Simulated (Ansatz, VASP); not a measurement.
**Cross-check of PtSe2 between VASP and Ansatz**

One calculation is typed for both programs; each brings its own data sets. How far apart do they land? The cell is taken from a series of runs on this material, whose earlier steps may have relaxed, scaled, displaced or heated it; both programs get it as it stands.

Main program and level: Ansatz 0.2.0; plane waves, with VASP 6.6.1 beside it; single point at PBE, spin-orbit coupling.

**1. The structure**

The cell holds 6 atoms: 2 Pt and 4 Se. Cell: a = 3.740 Å, b = 3.740 Å, c = 39.500 Å, α = 90.0°, β = 90.0°, γ = 120.0°. It derives from Pt1Se2. Vacuum lies along c.

**2. VASP: single point, PBE, spin-orbit coupling**

With cell and atoms fixed, the geometry can't cause a difference; cores, projectors, grids and the points listed under the comparison can.

Lines of VASP's logs that name or quote its potential files are left out, and so is its time.

Contents of INCAR:

```
SYSTEM = PtSe2
PREC = Accurate
ENCUT = 400
EDIFF = 1E-06
NELM = 200
ISMEAR = -1
SIGMA = 0.02
LREAL = .FALSE.
ALGO = Normal
GGA = PE
LNONCOLLINEAR = .TRUE.
MAGMOM = 0 0 0 0 0 0 0 0 0 0 0 0 0 0 0 0 0 0
NBANDS = 56
GGA_COMPAT = .FALSE.
LASPH = .TRUE.
LSORBIT = .TRUE.
LMAXMIX = 4
LORBIT = 11
LWAVE = .FALSE.
LCHARG = .FALSE.
ISIF = 2
LDIPOL = .TRUE.
IDIPOL = 3
DIPOL = 0.5 0.5 0.5
LVHAR = .TRUE.
EFERMI = MIDGAP
NELMDL = -8
KPAR = 2
```

Contents of POSCAR:

```
PtSe2
1.0
    3.7400000000      0.0000000000      0.0000000000
   -1.8700000000      3.2389350102      0.0000000000
    0.0000000000      0.0000000000     39.5000000000
Pt Se
2 4
Direct
    0.9999999999      1.0000000000      0.4300956978
    0.3333333333      0.6666666666      0.5699043022
    0.3333333333      0.6666666666      0.4630343396
    0.6666666666      0.3333333333      0.3969395353
    0.6666666666      0.3333333333      0.6030604647
    0.9999999999      1.0000000000      0.5369656604
```

Contents of KPOINTS:

```
Automatic mesh
0
Gamma
6 6 1
0 0 0
```

Potentials, in the order of the species: Pt and Se (PBE family, release 64).

Launch:

```sh
> mpirun -np 2 vasp_ncl
```

Numbers of over 12 decimals in the logs are rounded to 6 here.

Output:

```text
[banner, memory and clock lines left out]
running    2 mpi-ranks, on    1 nodes
 distrk:  each k-point on    1 cores,    2 groups
 distr:  one band on    1 cores,    1 groups

 POSCAR found type information on POSCAR PtSe
 POSCAR found :  2 types and       6 ions
 LDA part: xc-table for (Slater+PW92), standard interpolation
 POSCAR, INCAR and KPOINTS ok, starting setup
 FFT: planning ... GRIDC
 FFT: planning ... GRID_SOFT
 FFT: planning ... GRID
 WAVECAR not read
 entering main loop
       N       E                     dE             d eps       ncg     rms          rms(c)
DAV:   1     0.330895369574E+03    0.33090E+03   -0.13225E+04   824   0.957E+02
DAV:   2     0.159352258991E+02   -0.31496E+03   -0.30166E+03  1120   0.204E+02
DAV:   3    -0.297584210137E+02   -0.45694E+02   -0.44816E+02   944   0.844E+01
DAV:   4    -0.310628854061E+02   -0.13045E+01   -0.12822E+01   992   0.159E+01
DAV:   5    -0.310958522227E+02   -0.32967E-01   -0.32878E-01   976   0.243E+00
DAV:   6    -0.310970051267E+02   -0.11529E-02   -0.11526E-02  1024   0.459E-01
DAV:   7    -0.310970449691E+02   -0.39842E-04   -0.39841E-04  1040   0.821E-02
DAV:   8    -0.310970464573E+02   -0.14882E-05   -0.14880E-05  1000   0.142E-02    0.193E+01
DAV:   9    -0.297404376577E+02    0.13566E+01   -0.93206E+00   840   0.259E+01    0.115E+01
DAV:  10    -0.294165838884E+02    0.32385E+00   -0.26430E+00   832   0.142E+01    0.586E+00
DAV:  11    -0.293624217399E+02    0.54162E-01   -0.20309E-01   864   0.251E+00    0.202E+00
DAV:  12    -0.293257461360E+02    0.36676E-01   -0.78412E-02   832   0.254E+00    0.434E-01
DAV:  13    -0.293270977519E+02   -0.13516E-02   -0.18321E-02   880   0.695E-01    0.268E-01
DAV:  14    -0.293270449089E+02    0.52843E-04   -0.59386E-04   936   0.155E-01    0.167E-01
[...]
DAV:  20    -0.293271155045E+02   -0.14568E-04   -0.88173E-07   600   0.284E-03    0.121E-03
DAV:  21    -0.293271317156E+02   -0.16211E-04   -0.12582E-06   584   0.296E-03    0.792E-04
DAV:  22    -0.293271353504E+02   -0.36348E-05   -0.12749E-07   584   0.118E-03    0.471E-04
DAV:  23    -0.293271401735E+02   -0.48232E-05   -0.14539E-07   544   0.110E-03    0.483E-04
DAV:  24    -0.293271428583E+02   -0.26848E-05   -0.54913E-08   528   0.768E-04    0.156E-04
DAV:  25    -0.293271443624E+02   -0.15040E-05   -0.19073E-08   512   0.433E-04    0.128E-04
DAV:  26    -0.293271457048E+02   -0.13424E-05   -0.31769E-08   512   0.326E-04    0.896E-05
DAV:  27    -0.293271461615E+02   -0.45673E-06   -0.82875E-09   496   0.250E-04
   1 F= -.29327146E+02 E0= -.29327146E+02  d E =-.497785E-10  mag=    -0.0000     0.0000    -0.0000
```

From OUTCAR (step 2):

```text
ion  position               nearest neighbor table
   1  1.000  0.000  0.430-   3 2.52   3 2.52   3 2.52   4 2.53   4 2.53   4 2.53
   2  0.333  0.667  0.570-   6 2.52   6 2.52   6 2.52   5 2.53   5 2.53   5 2.53
   3  0.333  0.667  0.463-   1 2.52   1 2.52   1 2.52
   4  0.667  0.333  0.397-   1 2.53   1 2.53   1 2.53
   5  0.667  0.333  0.603-   2 2.53   2 2.53   2 2.53
   6  1.000  0.000  0.537-   2 2.52   2 2.52   2 2.52

  LATTYP: Found a hexagonal cell.
 ALAT       =     3.7400000000
 C/A-ratio  =    10.5614973262

 Subroutine GETGRP returns: Found 12 space group operations
 (whereof  6 operations were pure point group operations)

The static configuration has the point symmetry C_3v.
 The point group associated with its full space group is D_3d.

 Found      7 irreducible k-points:

   k-points           NKPTS =      7   k-points in BZ     NKDIM =      7   number of bands    NBANDS=     56

   dimension x,y,z NGX =    24 NGY =   24 NGZ =  270
   dimension x,y,z NGXF=    48 NGYF=   48 NGZF=  540

   ENCUT  =  400.0 eV  29.40 Ry    5.42 a.u.   6.10  6.10 64.41*2*pi/ulx,y,z

   NELECT =      44.0000    total number of electrons

 k-points in reciprocal lattice and weights: Automatic mesh
   0.00000000  0.00000000  0.00000000       0.028
   0.16666667  0.00000000  0.00000000       0.167
   0.33333333  0.00000000  0.00000000       0.167
   0.50000000  0.00000000  0.00000000       0.083
   0.16666667  0.16666667  0.00000000       0.167
   0.33333333  0.16666667  0.00000000       0.333
   0.33333333  0.33333333  0.00000000       0.056

 dipolmoment           0.000000      0.000000      0.000000 electrons x Angstroem

 average (electrostatic) potential at core
       1 -77.0442       2 -77.0442       3 -60.9862       4 -60.9288       5 -60.9288
       6 -60.9862

 E-fermi :  -1.9059

 k-point     1 :       0.0000    0.0000    0.0000
  band No.  band energies     occupation
    ...
     40      -2.8025      1.00000
     41      -2.6556      1.00000
     42      -2.6556      1.00000
     43      -2.5678      1.00000
     44      -2.5678      1.00000
     45      -0.0521      0.00000
     46      -0.0521      0.00000
     47      -0.0020      0.00000
     48      -0.0020      0.00000
     49       0.0648      0.00000
    ...

 k-point     2 :       0.1667    0.0000    0.0000
  band No.  band energies     occupation
    ...
     40      -2.9709      1.00000
     41      -2.8214      1.00000
     42      -2.8214      1.00000
     43      -2.3492      1.00000
     44      -2.3492      1.00000
     45      -1.2973      0.00000
     46      -1.2973      0.00000
     47      -1.0090      0.00000
     48      -1.0090      0.00000
     49      -0.3731      0.00000
    ...

 k-point     3 :       0.3333    0.0000    0.0000
  band No.  band energies     occupation
    ...
     40      -3.7892      1.00000
     41      -3.4644      1.00000
     42      -3.4644      1.00000
     43      -3.1569      1.00000
     44      -3.1569      1.00000
     45      -1.3636      0.00000
     46      -1.3636      0.00000
     47      -0.6783      0.00000
     48      -0.6783      0.00000
     49      -0.4659      0.00000
    ...

  Total        1.1358929      1.1358929      1.5179163      0.0000000      0.0000000      0.0000000
  in kB        3.8034439      3.8034439      5.0826180      0.0000000      0.0000000      0.0000000
  external PRESSURE =       4.2298353 kB  Pullay stress =       0.0000000 kB

  energy-cutoff  :      400.00
  volume of cell :      478.49
      direct lattice vectors                 reciprocal lattice vectors
     3.740000000  0.000000000  0.000000000     0.267379679  0.154371730  0.000000000
    -1.870000000  3.238935010  0.000000000     0.000000000  0.308743459  0.000000000
     0.000000000  0.000000000 39.500000000     0.000000000  0.000000000  0.025316456

 POSITION                                       TOTAL-FORCE (eV/Angst)
 -----------------------------------------------------------------------------------
      3.74000      0.00000     16.98878         0.000000      0.000000     -0.088762
     -0.00000      2.15929     22.51122        -0.000000     -0.000000      0.088762
     -0.00000      2.15929     18.28986        -0.000000     -0.000000     -0.012923
      1.87000      1.07965     15.67911         0.000000      0.000000     -0.128484
      1.87000      1.07965     23.82089         0.000000     -0.000000      0.128484
      3.74000      0.00000     21.21014         0.000000      0.000000      0.012923
 -----------------------------------------------------------------------------------
    total drift:                               -0.000000      0.000000      0.000000

  FREE ENERGIE OF THE ION-ELECTRON SYSTEM (eV)
  ---------------------------------------------------
  free  energy   TOTEN  =       -29.3271461615 eV

  energy  without entropy=      -29.3271461615  energy(sigma->0) =      -29.32714616

 vacuum level on the upper side and lower side of the slab         2.835         2.835

 Spin-Orbit-Coupling matrix elements
 Ion:    1  E_soc:     -0.7382035
 Ion:    2  E_soc:     -0.7382035
 Ion:    3  E_soc:     -0.0300272
 Ion:    4  E_soc:     -0.0301201
 Ion:    5  E_soc:     -0.0301201
 Ion:    6  E_soc:     -0.0300272

 total charge
# of ion       s       p       d       tot
------------------------------------------
    1        0.676   0.703   7.969   9.348
    2        0.676   0.703   7.969   9.348
    3        1.481   2.243   0.058   3.783
    4        1.477   2.247   0.055   3.779
    5        1.477   2.247   0.055   3.779
    6        1.481   2.243   0.058   3.783
--------------------------------------------------
tot          7.270  10.386  16.166  33.821

 magnetization (x)
# of ion       s       p       d       tot
------------------------------------------
    1       -0.000  -0.000   0.000   0.000
    2       -0.000  -0.000   0.000   0.000
    3        0.000   0.000   0.000   0.000
    4       -0.000   0.000   0.000  -0.000
    5       -0.000   0.000   0.000  -0.000
    6        0.000   0.000   0.000   0.000
--------------------------------------------------
tot         -0.000   0.000   0.000   0.000

 magnetization (y)
# of ion       s       p       d       tot
------------------------------------------
    1        0.000   0.000  -0.000  -0.000
    2        0.000   0.000  -0.000  -0.000
    3        0.000   0.000   0.000   0.000
    4        0.000   0.000   0.000   0.000
    5        0.000   0.000   0.000   0.000
    6        0.000   0.000  -0.000   0.000
--------------------------------------------------
tot          0.000   0.000  -0.000   0.000

 magnetization (z)
# of ion       s       p       d       tot
------------------------------------------
    1        0.000   0.000   0.000   0.000
    2        0.000  -0.000  -0.000  -0.000
    3        0.000  -0.000  -0.000  -0.000
    4        0.000   0.000   0.000   0.000
    5        0.000   0.000   0.000   0.000
    6        0.000  -0.000  -0.000  -0.000
--------------------------------------------------
tot          0.000   0.000  -0.000   0.000

[... 3 further parts left out ...]
```

**3. Ansatz: single point, PBE, spin-orbit coupling**

Ansatz runs on its PAW fully relativistic soft_1 files.

The same cell, functional, mesh and smearing now go to Ansatz, which takes its cutoff from its data sets.

Contents of input.yaml:

```yaml
crystal:
  lattice:
    - [3.74, 0.0, 0.0]
    - [-1.87, 3.2389350102, 0.0]
    - [0.0, 0.0, 39.5]
  atoms:
    - { symbol: Pt, position: [0.0, 0.0, 0.4300956978] }
    - { symbol: Se, position: [0.3333333333, 0.6666666667, 0.4630343396] }
    - { symbol: Se, position: [0.6666666667, 0.3333333333, 0.3969395353] }
    - { symbol: Pt, position: [0.3333333333, 0.6666666667, 0.5699043022] }
    - { symbol: Se, position: [0.6666666667, 0.3333333333, 0.6030604647] }
    - { symbol: Se, position: [0.0, 0.0, 0.5369656604] }
  periodic: [true, true, false]
kpoints:
  mp_grid: { grid: [6, 6, 1] }
  band_path:
    path:
      - [0.0, 0.0, 0.0]
      - [0.5, 0.0, 0.0]
      - [0.3333333333, 0.3333333333, 0.0]
      - [0.0666666667, 0.0666666667, 0.0]
      - [0.25, 0.0, 0.0]
      - [0.2, 0.0, 0.0]
    npoints: 1
hamiltonian:
  xc: pbe
  pseudopotentials: { kind: paw_fr, azcp: { folder: soft_1 } }
scf:
  occupations: { method: fermi_dirac, width: 0.02 }
  n_extra_bands: 12
magnetization:
  noncollinear: true
  spin_orbit: true
output:
  eigenvalues: true
  forces: true
  stress: true
```

Launch:

```sh
> ansatz run input.yaml --threads 32 --pin off --max-ram 82944MiB --backend cuda --events-out ev --progress --plain --runs-dir out --devices 1 --max-vram 78GiB
```

Output:

```text
scf.n_extra_bands = 12 over 100 filled bands (N_el = 100.0): the run solves 112 bands
GPUs: using 1 of 1 available (devices: 1).
Engine: ansatz 0.2.0, aarch64-unknown-linux-gnu
Pseudopotentials: kind: paw_fr
Pseudopotential: Pt, paw, valence charge 18, recommended cutoff 420 eV (normal), soft_1/Pt.paw.azcp
Pseudopotential: Se, paw, valence charge 16, recommended cutoff 420 eV (normal), soft_1/Se.paw.azcp
Functional definition: PBE
  parameter kappa = 0.804
  parameter beta = 0.066725
  exchange = pbe_x(kappa = kappa, mu = beta*pi^2/3)
  correlation = pbe_c(beta = beta)
non-collinear run that drives no moment, with spin-orbit: no starting moment large enough to seed its density (crystal.atoms[].spin), no starting occupations that ask for one, no magnetisation constraint and no magnetic field, so the semilocal B_xc is pinned to zero
[...]
Crystal: 6 atoms, lattice volume = 478.488 Å³
Basis set: ecut = 420 eV, 9409 PW (Γ), exchange–correlation on 50×50×540 points (8 copies of the dense FFT grid, shifted against one another)
Bands: 112, of which v1, the nominal top of the filled ones, is band 100 counted from 1 (99 counted from 0)
Symmetry: 12 space group operations + 12 with time reversal
Magnetic group: BNS 164.86 (UNI 1316), of the structure as read, at distance tolerance 7.8e-5 Å
k-points: 7 of 36
Projection manifold: j_resolved (fully-relativistic pseudo-atomic orbitals)
Non-local potential: Pt, projectors of the file, resolved by j, l = 0: 3, l = 1: 4, l = 2: 4, l = 3: 2
Non-local potential: Se, projectors of the file, resolved by j, l = 0: 2, l = 1: 4, l = 2: 6, l = 3: 2
PAW form: soft (Blöchl's): semilocal exchange-correlation on the pseudo side does not see the compensation charge
PAW one-centre angular grid: Pt, 590 points (default); XC on 64 Gauss nodes
PAW one-centre angular grid: Se, 590 points (default); XC on 96 Gauss nodes
Initial density: superposition of atomic densities (neutral atoms: chi_scale 0, normalization atom)
Initial wavefunctions: pseudopotential atomic-orbital guess
[...]
Functional: x = pbe(κ = 0.804, μ = 0.219515), c = pbe(β = 0.066725)
SCF iter   1: F=—  HF=-46999.911752 eV  |F-HF|=—  |Δ(HF+E_count)|=         —  Δρ=4.28e-2  dr2=1.02e1  dr2_m=0.00e0 (ungated)  ethr=3.10e-3  |M|=0.00e0 ∫|m|=0.00e0 μB  |m|>n=0.0e0 m-floor=0.0e0 τ_xc=0.0e0  β_m=0.30  ⟨swp⟩=15.3  Hψ=2600  notcnv=0
preconditioner: auto → Resta (q_TF=auto, 2.102 Å⁻¹)  ε∞=3.0  [insulator: Δε(μ)=1.240 eV  Ē_g=8.028 eV  σ=0.020 eV  W_gap=1.00  n_scr=92 (ndim 8)  ℏωp=11.3 eV  f_vac=0.707  D(μ)=0.00/eV (n_scr^D=0)  ε∞_Penn≈3.0  vacuum switching on, ρ_ref=4.7e-3 e/Å³]
spin=Noncollinear: Resta preconditioning applied to the charge; magnetization (m_x, m_y, m_z) channels mix plain (no charge-response kernel on spin).
SCF iter   2: F=—  HF=-46998.132379 eV  |F-HF|=—  |Δ(HF+E_count)|=    1.78e0  Δρ=1.52e-2  dr2=4.93e-1  dr2_m=0.00e0 (ungated)  ethr=3.10e-3  |M|=0.00e0 ∫|m|=0.00e0 μB  |m|>n=0.0e0 m-floor=0.0e0 τ_xc=0.0e0  β_m=0.31  ⟨swp⟩=3.4  Hψ=969  notcnv=0  defer=28
SCF iter   3: F=—  HF=-46998.086130 eV  |F-HF|=—  |Δ(HF+E_count)|=   4.62e-2  Δρ=1.06e-2  dr2=2.47e-1  dr2_m=0.00e0 (ungated)  ethr=4.93e-4  |M|=0.00e0 ∫|m|=0.00e0 μB  |m|>n=0.0e0 m-floor=0.0e0 τ_xc=0.0e0  β_m=0.66  ⟨swp⟩=2.0  Hψ=584  notcnv=0  defer=28
SCF iter   4: F=—  HF=-46998.063050 eV  |F-HF|=—  |Δ(HF+E_count)|=   2.31e-2  Δρ=1.53e-3  dr2=9.20e-2  dr2_m=0.00e0 (ungated)  ethr=2.47e-4  |M|=0.00e0 ∫|m|=0.00e0 μB  |m|>n=0.0e0 m-floor=0.0e0 τ_xc=0.0e0  β_m=0.52  ⟨swp⟩=3.0  Hψ=690  notcnv=0  defer=28
SCF iter   5: F=—  HF=-46998.056352 eV  |F-HF|=—  |Δ(HF+E_count)|=   6.70e-3  Δρ=6.59e-4  dr2=9.19e-3  dr2_m=0.00e0 (ungated)  ethr=9.20e-5  |M|=0.00e0 ∫|m|=0.00e0 μB  |m|>n=0.0e0 m-floor=0.0e0 τ_xc=0.0e0  β_m=0.55  ⟨swp⟩=2.9  Hψ=581  notcnv=0  defer=28
SCF iter   6: F=—  HF=-46998.056599 eV  |F-HF|=—  |Δ(HF+E_count)|=   2.47e-4  Δρ=2.70e-4  dr2=6.03e-4  dr2_m=0.00e0 (ungated)  ethr=9.19e-6  |M|=0.00e0 ∫|m|=0.00e0 μB  |m|>n=0.0e0 m-floor=0.0e0 τ_xc=0.0e0  β_m=0.64  ⟨swp⟩=3.0  Hψ=646  notcnv=0  defer=28
[...]
SCF 1 converged in 10 iterations: F = -46998.055495 eV  dr2 = 2.31e-8
[...]
SCF converged after 10 iterations
[...]
--- Band table (eV; the first three rows and the last of 7) ---
  k-point 0: bands = ["-104.0807", "-104.0807", "-104.0807", "-104.0807", "-69.3474", "-69.3474", "-69.3474", "-69.3474", "-54.4053", "-54.4053", "-54.4053", "-54.4053", "-54.3494", "-54.3494", "-54.3494", "-54.3494", "-53.6225", "-53.6225", "-53.6225", "-53.6225", "-53.5948", "-53.5948", "-53.5945", "-53.5945", "-53.5689", "-53.5689", "-53.5689", "-53.5689", "-53.5366", "-53.5366", "-53.5366", "-53.5366", "-52.7386" [...]
  k-point 1: bands = ["-104.0807", "-104.0807", "-104.0807", "-104.0807", "-69.3477", "-69.3477", "-69.3477", "-69.3477", "-54.4063", "-54.4063", "-54.4063", "-54.4063", "-54.3504", "-54.3504", "-54.3502", "-54.3502", "-53.6229", "-53.6229", "-53.6228", "-53.6228", "-53.5954", "-53.5954", "-53.5937", "-53.5937", "-53.5695", "-53.5695", "-53.5695", "-53.5695", "-53.5373", "-53.5373", "-53.5357", "-53.5357", "-52.7391" [...]
  k-point 2: bands = ["-104.0806", "-104.0806", "-104.0806", "-104.0806", "-69.3483", "-69.3483", "-69.3483", "-69.3483", "-54.4083", "-54.4083", "-54.4083", "-54.4083", "-54.3522", "-54.3522", "-54.3520", "-54.3520", "-53.6238", "-53.6238", "-53.6236", "-53.6236", "-53.5952", "-53.5952", "-53.5936", "-53.5936", "-53.5705", "-53.5705", "-53.5705", "-53.5705", "-53.5371", "-53.5371", "-53.5356", "-53.5356", "-52.7388" [...]
  k-point 6: bands = ["-104.0806", "-104.0806", "-104.0806", "-104.0806", "-69.3488", "-69.3488", "-69.3488", "-69.3488", "-54.4101", "-54.4101", "-54.4096", "-54.4096", "-54.3536", "-54.3536", "-54.3533", "-54.3533", "-53.6266", "-53.6266", "-53.6219", "-53.6219", "-53.5959", "-53.5959", "-53.5925", "-53.5925", "-53.5735", "-53.5735", "-53.5691", "-53.5691", "-53.5378", "-53.5378", "-53.5349", "-53.5349", "-52.7383" [...]
```

In the SCF lines HF is the Harris–Foulkes energy and dr2 the Hartree energy of the density residual, in eV; the loop may stop once dr2 is under the threshold and the program's other checks hold. Hψ counts applications of the Hamiltonian.

**4. Side by side**

Known differences besides the potentials themselves: spin-orbit coupling enters by fully relativistic files in Ansatz and inside the spheres in VASP; Ansatz cuts the interaction across the vacuum, VASP repeats the sheet with a dipole correction; the data sets hold 100 valence electrons in Ansatz (on its PAW fully relativistic soft_1 files) and 44 in VASP; the cutoff is 420 eV in Ansatz and 400 eV in VASP. Total energies have different zeros and are not compared.

Both answers:

```tsv
quantity	Ansatz	VASP	difference
gap on the k mesh (eV)	0.901	0.886	+0.015
```

Forces (eV/Å; atoms numbered as in POSCAR):

```tsv
atom	Ansatz x, y, z	VASP x, y, z
Pt1	0.000, 0.000, -0.089	0.000, 0.000, -0.089
Pt2	0.000, 0.000, 0.089	0.000, 0.000, 0.089
Se3	0.000, 0.000, -0.027	0.000, 0.000, -0.013
Se4	0.000, 0.000, -0.115	0.000, 0.000, -0.128
Se5	0.000, 0.000, 0.115	0.000, 0.000, 0.128
Se6	0.000, 0.000, 0.027	0.000, 0.000, 0.013
```

The forces differ by 6.5 meV/Å r.m.s., which is 12.5 % of the r.m.s. force of 0.052 eV/Å (both taken over all components). A gap on the mesh is an upper bound, since the band edges may lie between its points. With vacuum in the cell, a pressure given here is an average over mostly empty space and none of the material.

**5. Outcome**

| Item | Value |
| --- | --- |
| r.m.s. force difference (single point, PBE, spin-orbit coupling) | 6.5 meV/Å |

In words: The r.m.s. force difference is 6.5 meV/Å (single point, PBE, spin-orbit coupling), within the 12 meV/Å picked in this series as the mark of a large difference. The data sets hold unlike numbers of valence electrons (100 in Ansatz and 44 in VASP), so part of the differences comes from the potentials. Such differences can come from data sets, numerical settings and the points named under the comparisons, not from the functional's error against experiment.

[Lines on the potential files, build, host, timing and source positions are cut from VASP's logs without a mark.]

[Logs are printed without paths, hosts, clocks, repeated set-up lines and the standing remarks that a program may print on its own settings, such as how far it seeks lower states.]

[Hosts, paths, dates, database ids (printed as entryN), source tags and the programs' standing remarks are cut or masked in the printed files.]
